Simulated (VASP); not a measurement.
Computed with vdW-DF-cx, VASP's PBE PAW potentials (set 64) (plane waves; VASP 6.6.1).

The input files of a VASP run:

POSCAR:
```
NaI
1
    0.0000000000     3.2312750701     3.2312750701
    3.2312750701     0.0000000000     3.2312750701
    3.2312750701     3.2312750701    -0.0000000000
Na I
1 1
Direct
  1.0000000000   1.0000000000   0.0000000000
  0.5000000000   0.5000000000   0.5000000000
```

INCAR:
```
SYSTEM = NaI
PREC = Accurate
ENCUT = 520
EDIFF = 1E-7
NELM = 100
ALGO = Normal
LREAL = .FALSE.
LASPH = .TRUE.
ISMEAR = 0
SIGMA = 0.05
GGA = CX
LUSE_VDW = .TRUE.
AGGAC = 0.0
LMAXMIX = 4
LWAVE = .FALSE.
LCHARG = .FALSE.
LORBIT = 11
ICHARG = 11
```

**KPOINTS**
```
k-points along high-symmetry lines
15
Line-mode
Reciprocal
  0.000000   0.000000   0.000000 ! GAMMA
  0.500000   0.000000   0.500000 ! X

  0.500000   0.000000   0.500000 ! X
  0.625000   0.250000   0.625000 ! U

  0.375000   0.375000   0.750000 ! K
  0.000000   0.000000   0.000000 ! GAMMA

  0.000000   0.000000   0.000000 ! GAMMA
  0.500000   0.500000   0.500000 ! L

  0.500000   0.500000   0.500000 ! L
  0.500000   0.250000   0.750000 ! W

  0.500000   0.250000   0.750000 ! W
  0.500000   0.000000   0.500000 ! X
```

POTCAR, in this order: Na_pv I (PBE.64 set). Program: vasp_std. Read from the step before: CHGCAR.

What VASP printed:

**OSZICAR**
```
       N       E                     dE             d eps       ncg     rms          rms(c)
DAV:   1     0.815635269691E+02    0.81564E+02   -0.69499E+03  1988   0.115E+03
DAV:   2     0.548230147322E+01   -0.76081E+02   -0.71595E+02  2115   0.234E+02
DAV:   3    -0.725092826915E+00   -0.62074E+01   -0.61256E+01  2428   0.682E+01
DAV:   4    -0.903652806541E+00   -0.17856E+00   -0.17846E+00  2337   0.120E+01
DAV:   5    -0.908512529266E+00   -0.48597E-02   -0.48595E-02  2374   0.210E+00
DAV:   6    -0.908739949816E+00   -0.22742E-03   -0.22742E-03  2792   0.435E-01
DAV:   7    -0.908743465872E+00   -0.35161E-05   -0.35160E-05  2468   0.418E-02
DAV:   8    -0.908743560272E+00   -0.94400E-07   -0.94412E-07  2091   0.660E-03
   1 F= -.90874356E+00 E0= -.90874356E+00  d E =-.371140E-13
```

File OUTCAR:
```
 val. band max:        0.8058449535   @ k =   0.0000   0.0000   0.0000

 cond. band min:       4.5342202702   @ k =   0.0000   0.0000   0.0000



 k-point     1 :       0.0000    0.0000    0.0000
  band No.  band energies     occupation
      1     -21.5592      2.00000
      2     -21.5591      2.00000
      3     -21.5591      2.00000
      4     -10.2418      2.00000
      5       0.8058      2.00000
      6       0.8058      2.00000
      7       0.8058      2.00000
      8       4.5342      0.00000
      9       8.7117      0.00000
     10       8.7117      0.00000
     11       8.7117      0.00000

 k-point     2 :       0.0357    0.0000    0.0357
  band No.  band energies     occupation
      1     -21.5592      2.00000
      2     -21.5592      2.00000
      3     -21.5592      2.00000
      4     -10.2369      2.00000
      5       0.7592      2.00000
      6       0.7945      2.00000
      7       0.7945      2.00000
      8       4.6011      0.00000
      9       8.6348      0.00000
     10       8.7427      0.00000
     11       8.7427      0.00000

 k-point     3 :       0.0714    0.0000    0.0714
  band No.  band energies     occupation
      1     -21.5594      2.00000
      2     -21.5592      2.00000
      3     -21.5592      2.00000
      4     -10.2224      2.00000
      5       0.6304      2.00000
      6       0.7614      2.00000
      7       0.7614      2.00000
      8       4.7895      0.00000
      9       8.4370      0.00000
     10       8.8344      0.00000
     11       8.8344      0.00000

 k-point     4 :       0.1071    0.0000    0.1071
  band No.  band energies     occupation
      1     -21.5597      2.00000
      2     -21.5593      2.00000
      3     -21.5593      2.00000
      4     -10.1991      2.00000
      5       0.4446      2.00000
      6       0.7092      2.00000
      7       0.7092      2.00000
      8       5.0691      0.00000
      9       8.1775      0.00000
     10       8.9832      0.00000
...
```

The density is held fixed in this step, so its total energy and stress have no physical meaning. Unless said otherwise, spin-orbit coupling is left out, though it shifts the bands of the heavy elements here.

The compound is NaI in the rock salt structure. It was relaxed first.
